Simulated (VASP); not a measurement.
# VSn7O16 (a cell with a defect) in VASP: further runs, part 2 of 3

VASP 6.6.1. Earlier steps stand in the parts before.

## Step 3: Single point, PBEsol+U, collinear spin, ferromagnetic start

Input file INCAR:

```
PREC = Accurate ; ENCUT = 450
EDIFF = 1E-5 ; ISMEAR = 0
SIGMA = 0.03 ; LREAL = Auto
LASPH = True ; NELM = 120
ALGO = Normal ; ISIF = 2
LWAVE = False ; LCHARG = False
ISPIN = 2 ; MAGMOM = 1 0 0 0 0 0 0 0 0 0 0 0 0 0 0 0 0 0 0 0 0 0 0 0
LORBIT = 11 ; LMAXMIX = 4
LDAU = True ; LDAUTYPE = 2
LDAUL = 2 -1 -1 ; LDAUU = 3 0 0
LDAUJ = 0 0 0 ; LDAUPRINT = 1
GGA = PS ; NBANDS = 126
KPAR = 4
```

Input file KPOINTS:

```
Automatic mesh
0
Gamma
  3 3 2
```

Input file POSCAR:

```
VSn7O16
1.0
    9.4747000000      0.0000000000      0.0000000000
    4.7373500000      4.7373500000      0.0000000000
    4.7373500000      0.0000000000      6.3728000000
V Sn O
1 7 16
Direct
    0.0000000000      0.0000000000      0.0000000000
    0.2500000000      0.0000000000      0.5000000000
    0.5000000000      0.0000000000      0.0000000000
    0.7500000000      0.0000000000      0.5000000000
    0.8750000000      0.5000000000      0.2500000000
    0.1250000000      0.5000000000      0.7500000000
    0.3750000000      0.5000000000      0.2500000000
    0.6250000000      0.5000000000      0.7500000000
    0.0000000000      0.3056200000      0.0000000000
    0.2500000000      0.3056200000      0.5000000000
    0.5000000000      0.3056200000      0.0000000000
    0.7500000000      0.3056200000      0.5000000000
    0.5693800000      0.8056200000      0.2500000000
    0.8193800000      0.8056200000      0.7500000000
    0.0693800000      0.8056200000      0.2500000000
    0.3193800000      0.8056200000      0.7500000000
    0.0000000000      0.6943800000      0.0000000000
    0.2500000000      0.6943800000      0.5000000000
    0.5000000000      0.6943800000      0.0000000000
    0.7500000000      0.6943800000      0.5000000000
    0.1806200000      0.1943800000      0.2500000000
    0.4306200000      0.1943800000      0.7500000000
    0.6806200000      0.1943800000      0.2500000000
    0.9306200000      0.1943800000      0.7500000000
```

Potentials or basis: VASP PAW PBE potentials, release 64 (V_sv, Sn_d, O).

Launch:

```sh
$ cat potpaw_PBE.64/V_sv/POTCAR potpaw_PBE.64/Sn_d/POTCAR potpaw_PBE.64/O/POTCAR > POTCAR
$ mpirun -np 4 vasp_std > vasp.out
```

OUTCAR:

```text
PREC = Accurate
   ENCUT = 450
   EDIFF = 1E-5
   ISMEAR = 0
   LREAL = Auto
   LASPH = True
   NELM = 120
   ISIF = 2
   ISPIN = 2
   LORBIT = 11
   GGA = PS

 ion  position               nearest neighbor table
   1  0.000  0.000  0.000-   9 2.05  17 2.05  16 2.06  15 2.06  23 2.06  24 2.06   4 3.19   2 3.19

   2  0.250  0.000  0.500-  10 2.05  18 2.05  16 2.06  13 2.06  21 2.06  24 2.06   1 3.19   3 3.19
                             6 3.71   5 3.71   7 3.71   8 3.71   6 3.71   7 3.71   8 3.71   5 3.71
   3  0.500  0.000  0.000-  11 2.05  19 2.05  14 2.06  13 2.06  21 2.06  22 2.06   2 3.19   4 3.19
                             7 3.71   6 3.71   8 3.71   5 3.71   5 3.71   7 3.71   8 3.71   6 3.71
   4  0.750  0.000  0.500-  12 2.05  20 2.05  15 2.06  14 2.06  22 2.06  23 2.06   3 3.19   1 3.19
                             8 3.71   7 3.71   5 3.71   6 3.71   5 3.71   6 3.71   8 3.71   7 3.71
   5  0.875  0.500  0.250-  13 2.05  21 2.05   9 2.06  17 2.06  20 2.06  12 2.06   8 3.19   6 3.19
                             3 3.71   4 3.71   2 3.71   2 3.71   4 3.71   3 3.71
   6  0.125  0.500  0.750-  14 2.05  22 2.05   9 2.06  17 2.06  18 2.06  10 2.06   5 3.19   7 3.19
                             4 3.71   2 3.71   3 3.71   2 3.71   3 3.71   4 3.71
   7  0.375  0.500  0.250-  15 2.05  23 2.05  10 2.06  18 2.06  19 2.06  11 2.06   6 3.19   8 3.19
                             2 3.71   3 3.71   4 3.71   3 3.71   4 3.71   2 3.71
   8  0.625  0.500  0.750-  16 2.05  24 2.05  11 2.06  19 2.06  20 2.06  12 2.06   7 3.19   5 3.19
                             2 3.71   3 3.71   4 3.71   4 3.71   3 3.71   2 3.71
   9  0.000  0.306  0.000-   1 2.05   5 2.06   6 2.06
  10  0.250  0.306  0.500-   2 2.05   6 2.06   7 2.06
  11  0.500  0.306  0.000-   3 2.05   7 2.06   8 2.06
  12  0.750  0.306  0.500-   4 2.05   5 2.06   8 2.06
  13  0.569  0.806  0.250-   5 2.05   3 2.06   2 2.06
  14  0.819  0.806  0.750-   6 2.05   4 2.06   3 2.06
[... 8 lines left out ...]
  23  0.681  0.194  0.250-   7 2.05   4 2.06   1 2.06
  24  0.931  0.194  0.750-   8 2.05   2 2.06   1 2.06

  LATTYP: Found a body centered tetragonal cell.
 ALAT       =     6.6996246197
 C/A-ratio  =     1.9024349458

  Lattice vectors:

 A1 = (   0.0000000000,  -4.7373500000,  -6.3728000000)
 A2 = (   0.0000000000,   4.7373500000,  -6.3728000000)
[... 1475 lines left out ...]
      2     -33.3944      1.00000
      3     -32.3731      1.00000
      4     -32.1108      1.00000
      5     -15.3148      1.00000
      6     -15.1150      1.00000
[... 1169 lines left out ...]
    114      11.5575      0.00000
    115      12.1103      0.00000
 [bands above 115 left out]

------------------------ aborting loop because EDIFF is reached ----------------------------------------

  FORCE on cell =-STRESS in cart. coord.  units (eV):
  Direction    XX          YY          ZZ          XY          YZ          ZX
  --------------------------------------------------------------------------------------
  -------------------------------------------------------------------------------------
  Total       -1.5490001     -1.5490001      0.0926763     -1.1262024      0.0000000      0.0000000
  in kB       -8.6762249     -8.6762249      0.5190963     -6.3080600      0.0000000      0.0000000
  external PRESSURE =      -5.6111178 kB  Pullay stress =       0.0000000 kB

 VOLUME and BASIS-vectors are now :
 -----------------------------------------------------------------------------
  energy-cutoff  :      450.00
  volume of cell :      286.04
      direct lattice vectors                 reciprocal lattice vectors
     9.474700000  0.000000000  0.000000000     0.105544239 -0.105544239 -0.078458448
     4.737350000  4.737350000  0.000000000     0.000000000  0.211088478  0.000000000
     4.737350000  0.000000000  6.372800000     0.000000000  0.000000000  0.156916897

 POSITION                                       TOTAL-FORCE (eV/Angst)
 -----------------------------------------------------------------------------------
      0.00000      0.00000      0.00000         0.000000     -0.000000      0.000000
      4.73735      0.00000      3.18640         0.000000     -0.000000      0.240081
      4.73735      0.00000      0.00000         0.000000     -0.000000      0.000000
      9.47470      0.00000      3.18640         0.000000     -0.000000     -0.240081
     11.84337      2.36868      1.59320         0.000000     -0.000000      0.208262
      7.10603      2.36868      4.77960         0.000000     -0.000000     -0.208262
[... 16 lines left out ...]
      8.55385      0.92085      1.59320         0.785250     -0.785250     -1.221409
     13.29120      0.92085      4.77960         0.785250     -0.785250      1.221409
 -----------------------------------------------------------------------------------
    total drift:                                0.000000      0.000000      0.000000

  FREE ENERGIE OF THE ION-ELECTRON SYSTEM (eV)
  ---------------------------------------------------
  free  energy   TOTEN  =      -162.8813409747 eV

  energy  without entropy=     -162.8813409747  energy(sigma->0) =     -162.88134097

 total charge

# of ion       s       p       d       tot
------------------------------------------
    1        2.238   6.238   2.599  11.075
    2        0.887   1.111  10.394  12.392
    3        0.885   1.116  10.393  12.394
    4        0.887   1.111  10.394  12.392
    5        0.887   1.114  10.391  12.392
    6        0.887   1.114  10.391  12.392
[... 16 lines left out ...]
   23        1.567   3.463   0.000   5.030
   24        1.567   3.463   0.000   5.030
--------------------------------------------------
tot         33.505  69.814  75.345 178.664

 magnetization (x)

# of ion       s       p       d       tot
------------------------------------------
    1        0.011   0.010   1.086   1.106
    2        0.005   0.003   0.000   0.008
    3        0.000   0.000   0.000   0.000
    4        0.005   0.003   0.000   0.008
    5        0.001   0.000  -0.001   0.000
    6        0.001   0.000  -0.001   0.000
[... 16 lines left out ...]
   23       -0.001  -0.026   0.000  -0.027
   24       -0.001  -0.026   0.000  -0.027
--------------------------------------------------
tot          0.023  -0.147   1.086   0.962
```

Run time: 6.8 min. Hardware: 4 MPI ranks of Intel Xeon 6975P-C (Granite Rapids), shared host; peak memory 0.85 GiB.

What came out:

```yaml
Free_energy: -162.8813 eV
Largest_force: 1.941 eV/Å
Band_gap_on_the_k_mesh: 1.41 eV, indirect (least direct gap 1.52 eV)
Net_moment: 1.00 μB per cell
Site_moments: V +1.11; Sn +0.01, +0.00; O -0.03, +0.00, -0.00 μB
Valence_electrons_inside_the_program's_atomic_spheres: V 11.07; Sn 12.39; O 5.03, 5.07
```

Forces in eV/Å, atoms in the order of the input:
```
V    0.000  0.000  0.000
Sn   0.000  0.000  0.240
Sn   0.000  0.000  0.000
Sn   0.000  0.000 -0.240
Sn   0.000  0.000  0.208
Sn   0.000  0.000 -0.208
Sn   0.000  0.000 -0.211
Sn   0.000  0.000  0.211
O   -1.372 -1.372  0.000
O    0.004  0.004  0.048
O   -0.053 -0.053  0.000
O    0.004  0.004 -0.048
O    0.042 -0.042 -0.046
O    0.042 -0.042  0.046
O   -0.785  0.785 -1.221
O   -0.785  0.785  1.221
O    1.372  1.372  0.000
O   -0.004 -0.004  0.048
O    0.053  0.053  0.000
O   -0.004 -0.004 -0.048
O   -0.042  0.042 -0.046
O   -0.042  0.042  0.046
O    0.785 -0.785 -1.221
O    0.785 -0.785  1.221
```

Eigenvalues of the final occupation matrices:
| site | spin | trace | eigenvalues |
| --- | --- | --- | --- |
| site 1 d | 1 | 1.86 | 0.17 0.17 0.28 0.31 0.92 |
| site 1 d | 2 | 0.77 | 0.04 0.11 0.11 0.24 0.26 |

Caveat: the k mesh is coarse (spacing up to 0.49 Å⁻¹), so the values aren't converged; the cutoff is under 1.25 times the usual one of these potentials, so pressure, stress and relaxed cells hold a basis-set (Pulay) error; the PAW data sets were made with another functional, which shifts forces and pressure a little; spin-orbit coupling is left out, which moves the levels of the heavy elements.

## Step 4: Single point, PBEsol+U, collinear spin, ferromagnetic start

Changes to INCAR since step 3:

```diff
@@ -4,3 +4,3 @@
 LASPH = True ; NELM = 120
-ALGO = Normal ; ISIF = 2
+ALGO = All ; ISIF = 2
 LWAVE = False ; LCHARG = False
@@ -12,2 +12,2 @@
 GGA = PS ; NBANDS = 126
-KPAR = 4
+ISYM = 0 ; KPAR = 4
```

KPOINTS is that of step 3.

POSCAR is that of step 3.

Launch:

```sh
$ cat potpaw_PBE.64/V_sv/POTCAR potpaw_PBE.64/Sn_d/POTCAR potpaw_PBE.64/O/POTCAR > POTCAR
$ mpirun -np 4 vasp_std > vasp.out
```

It took 5.3 min on 4 MPI ranks of Intel Xeon 6975P-C (Granite Rapids), shared host; peak memory 1.3 GiB.

Results (log left out):

| Property | Result |
| --- | --- |
| Free energy | -162.8813 eV |
| Largest force | 1.945 eV/Å |
| Band gap on the k mesh | 1.41 eV, indirect (least direct gap 1.53 eV) |
| Net moment | 1.00 μB per cell |
| Site moments | V +1.10; Sn +0.01, +0.00; O -0.03, +0.00, -0.00 μB |
| Valence electrons inside the program's atomic spheres | V 11.07; Sn 12.39; O 5.03, 5.07 |

Forces in eV/Å, atoms in the order of the input:
```
V    0.000  0.000  0.000
Sn  -0.001  0.000  0.238
Sn   0.000  0.000  0.000
Sn   0.001  0.000 -0.238
Sn  -0.004 -0.003  0.209
Sn   0.004  0.003 -0.209
Sn  -0.004 -0.002 -0.210
Sn   0.004  0.002  0.210
O   -1.375 -1.375  0.000
O    0.004  0.004  0.047
O   -0.052 -0.053  0.000
O    0.004  0.004 -0.049
O    0.041 -0.042 -0.045
O    0.041 -0.041  0.045
O   -0.788  0.787 -1.225
O   -0.787  0.787  1.225
O    1.375  1.375  0.000
O   -0.004 -0.004  0.049
O    0.052  0.053  0.000
O   -0.004 -0.004 -0.047
O   -0.041  0.041 -0.045
O   -0.041  0.042  0.045
O    0.787 -0.787 -1.225
O    0.788 -0.787  1.225
```

Levels at points of the mesh, in eV from the valence-band top:
Spin up:
```
           k point  band 101  band 102  band 103  band 104  band 105  band 106  band 107  band 108
(0.00, 0.00, 0.00)     -0.77     -0.70     -0.63      0.00      1.53      1.59      1.73      2.52
(0.00, 0.00, 0.50)     -0.80     -0.77     -0.50     -0.50      1.58      1.71      2.40      3.53
```
Spin down:
| k point | band 100 | band 101 | band 102 | band 103 | band 104 | band 105 | band 106 | band 107 |
| --- | --- | --- | --- | --- | --- | --- | --- | --- |
| (0.00, 0.00, 0.00) | -0.84 | -0.78 | -0.75 | -0.03 | 1.61 | 2.35 | 2.52 | 3.18 |
| (0.00, 0.00, 0.50) | -0.81 | -0.80 | -0.53 | -0.52 | 2.39 | 2.50 | 2.98 | 3.03 |

Eigenvalues of the final occupation matrices:
| site | spin | trace | eigenvalues |
| --- | --- | --- | --- |
| site 1 d | 1 | 1.85 | 0.17 0.17 0.28 0.31 0.92 |
| site 1 d | 2 | 0.77 | 0.04 0.11 0.11 0.24 0.26 |

Caveat: the k mesh is coarse (spacing up to 0.49 Å⁻¹), so the values aren't converged; the cutoff is under 1.25 times the usual one of these potentials, so pressure, stress and relaxed cells hold a basis-set (Pulay) error; the PAW data sets were made with another functional, which shifts forces and pressure a little; spin-orbit coupling is left out, which moves the levels of the heavy elements. The state reached can hang on the start; a lower one may exist.

## Step 5: Single point, PBEsol+U, collinear spin, ferromagnetic start

Input file INCAR:

```
PREC = Accurate ; ENCUT = 450
EDIFF = 1E-5 ; ISMEAR = 0
SIGMA = 0.03 ; LREAL = Auto
LASPH = True ; NELM = 120
ALGO = Normal ; ISIF = 2
LWAVE = False ; LCHARG = False
ISPIN = 2 ; MAGMOM = 1 0 0 0 0 0 0 0 0 0 0 0 0 0 0 0 0 0 0 0 0 0 0 0
LORBIT = 11 ; NUPDOWN = 1
LMAXMIX = 4 ; LDAU = True
LDAUTYPE = 2 ; LDAUL = 2 -1 -1
LDAUU = 3 0 0 ; LDAUJ = 0 0 0
LDAUPRINT = 1 ; GGA = PS
NBANDS = 126 ; KPAR = 4
```

KPOINTS is that of step 4.

POSCAR is that of step 4.

Potentials or basis: VASP PAW PBE potentials, release 64 (V_sv, Sn_d, O).

Launch:

```sh
$ cat potpaw_PBE.64/V_sv/POTCAR potpaw_PBE.64/Sn_d/POTCAR potpaw_PBE.64/O/POTCAR > POTCAR
$ mpirun -np 4 vasp_std > vasp.out
```

OUTCAR:

```text
PREC = Accurate
   ENCUT = 450
   EDIFF = 1E-5
   ISMEAR = 0
   LREAL = Auto
   LASPH = True
   NELM = 120
   ISIF = 2
   ISPIN = 2
   LORBIT = 11
   NUPDOWN = 1
   GGA = PS

 ion  position               nearest neighbor table
   1  0.000  0.000  0.000-   9 2.05  17 2.05  16 2.06  15 2.06  23 2.06  24 2.06   4 3.19   2 3.19

   2  0.250  0.000  0.500-  10 2.05  18 2.05  16 2.06  13 2.06  21 2.06  24 2.06   1 3.19   3 3.19
                             6 3.71   5 3.71   7 3.71   8 3.71   6 3.71   7 3.71   8 3.71   5 3.71
   3  0.500  0.000  0.000-  11 2.05  19 2.05  14 2.06  13 2.06  21 2.06  22 2.06   2 3.19   4 3.19
[... 2713 lines left out ...]
      9.47470      0.00000      3.18640        -0.000000     -0.000000     -0.240100
     11.84337      2.36868      1.59320        -0.000000     -0.000000      0.207750
      7.10603      2.36868      4.77960        -0.000000     -0.000000     -0.207750
[... 16 lines left out ...]
      8.55385      0.92085      1.59320         0.785744     -0.785744     -1.222276
     13.29120      0.92085      4.77960         0.785744     -0.785744      1.222276
 -----------------------------------------------------------------------------------
    total drift:                                0.000000      0.000000      0.000000

  FREE ENERGIE OF THE ION-ELECTRON SYSTEM (eV)
  ---------------------------------------------------
  free  energy   TOTEN  =      -162.8813478038 eV

  energy  without entropy=     -162.8813478038  energy(sigma->0) =     -162.88134780

 total charge

# of ion       s       p       d       tot
------------------------------------------
    1        2.238   6.238   2.599  11.075
    2        0.887   1.111  10.394  12.392
    3        0.885   1.116  10.393  12.394
    4        0.887   1.111  10.394  12.392
    5        0.887   1.114  10.391  12.392
    6        0.887   1.114  10.391  12.392
[... 16 lines left out ...]
   23        1.567   3.463   0.000   5.030
   24        1.567   3.463   0.000   5.030
--------------------------------------------------
tot         33.505  69.814  75.345 178.664

 magnetization (x)

# of ion       s       p       d       tot
------------------------------------------
    1        0.011   0.010   1.085   1.106
    2        0.005   0.003   0.000   0.008
    3        0.000   0.000   0.000   0.000
    4        0.005   0.003   0.000   0.008
    5        0.001   0.000  -0.001   0.000
    6        0.001   0.000  -0.001   0.000
[... 16 lines left out ...]
   23       -0.001  -0.026   0.000  -0.027
   24       -0.001  -0.026   0.000  -0.027
--------------------------------------------------
tot          0.023  -0.147   1.085   0.962
```

OSZICAR:

```text
N       E                     dE             d eps       ncg     rms          rms(c)
DAV:   1     0.353047370406E+04    0.35305E+04   -0.80785E+04  5438   0.233E+03
DAV:   2     0.660019128598E+03   -0.28705E+04   -0.27207E+04  5136   0.736E+02
DAV:   3    -0.103720251298E+03   -0.76374E+03   -0.70554E+03  5396   0.291E+02
DAV:   4    -0.189951229793E+03   -0.86231E+02   -0.83573E+02  5992   0.106E+02
DAV:   5    -0.193607866208E+03   -0.36566E+01   -0.36173E+01  5912   0.221E+01    0.393E+01
DAV:   6    -0.176928918844E+03    0.16679E+02   -0.11600E+02  7350   0.728E+01    0.505E+01
DAV:   7    -0.168337897458E+03    0.85910E+01   -0.88189E+01  5474   0.630E+01    0.201E+01
DAV:   8    -0.163388772986E+03    0.49491E+01   -0.80211E+00  5322   0.953E+00    0.109E+01
DAV:   9    -0.162853104660E+03    0.53567E+00   -0.14709E+00  6976   0.682E+00    0.454E+00
DAV:  10    -0.162865474971E+03   -0.12370E-01   -0.36917E-01  6658   0.256E+00    0.227E+00
DAV:  11    -0.162867401019E+03   -0.19260E-02   -0.91455E-02  6552   0.154E+00    0.119E+00
DAV:  12    -0.162880345320E+03   -0.12944E-01   -0.17535E-02  5944   0.664E-01    0.307E-01
DAV:  13    -0.162881145179E+03   -0.79986E-03   -0.25770E-03  6656   0.299E-01    0.118E-01
DAV:  14    -0.162881298747E+03   -0.15357E-03   -0.70189E-04  6088   0.119E-01    0.498E-02
DAV:  15    -0.162881330314E+03   -0.31567E-04   -0.12322E-04  6240   0.572E-02    0.296E-02
DAV:  16    -0.162881345792E+03   -0.15478E-04   -0.23976E-05  4384   0.259E-02    0.159E-02
DAV:  17    -0.162881347804E+03   -0.20116E-05   -0.57117E-06  2880   0.149E-02
   1 F= -.16288135E+03 E0= -.16288135E+03  d E =-.161950E-16  mag=     1.0000
```

Wall time 5 min (4 MPI ranks of Intel Xeon 6975P-C (Granite Rapids), shared host); peak memory 0.83 GiB.

What came out:

```yaml
Free_energy: -162.8813 eV
Largest_force: 1.941 eV/Å
Net_moment: 1.00 μB per cell
Site_moments: V +1.11; Sn +0.01, +0.00; O -0.03, +0.00, -0.00 μB
Valence_electrons_inside_the_program's_atomic_spheres: V 11.07; Sn 12.39; O 5.03, 5.07
```

Forces in eV/Å, atoms in the order of the input:
```
V    0.000  0.000  0.000
Sn   0.000  0.000  0.240
Sn   0.000  0.000  0.000
Sn   0.000  0.000 -0.240
Sn   0.000  0.000  0.208
Sn   0.000  0.000 -0.208
Sn   0.000  0.000 -0.210
Sn   0.000  0.000  0.210
O   -1.373 -1.373  0.000
O    0.004  0.004  0.048
O   -0.053 -0.053  0.000
O    0.004  0.004 -0.048
O    0.042 -0.042 -0.046
O    0.042 -0.042  0.046
O   -0.786  0.786 -1.222
O   -0.786  0.786  1.222
O    1.373  1.373  0.000
O   -0.004 -0.004  0.048
O    0.053  0.053  0.000
O   -0.004 -0.004 -0.048
O   -0.042  0.042 -0.046
O   -0.042  0.042  0.046
O    0.786 -0.786 -1.222
O    0.786 -0.786  1.222
```

Eigenvalues of the final occupation matrices:
| site | spin | trace | eigenvalues |
| --- | --- | --- | --- |
| site 1 d | 1 | 1.86 | 0.17 0.17 0.28 0.31 0.92 |
| site 1 d | 2 | 0.77 | 0.04 0.11 0.11 0.24 0.26 |

Caveat: the k mesh is coarse (spacing up to 0.49 Å⁻¹), so the values aren't converged; the cutoff is under 1.25 times the usual one of these potentials, so pressure, stress and relaxed cells hold a basis-set (Pulay) error; the PAW data sets were made with another functional, which shifts forces and pressure a little; the total moment is fixed, so each spin has its own Fermi level. The state reached can hang on the start; a lower one may exist.

[end of part 2 of 3]
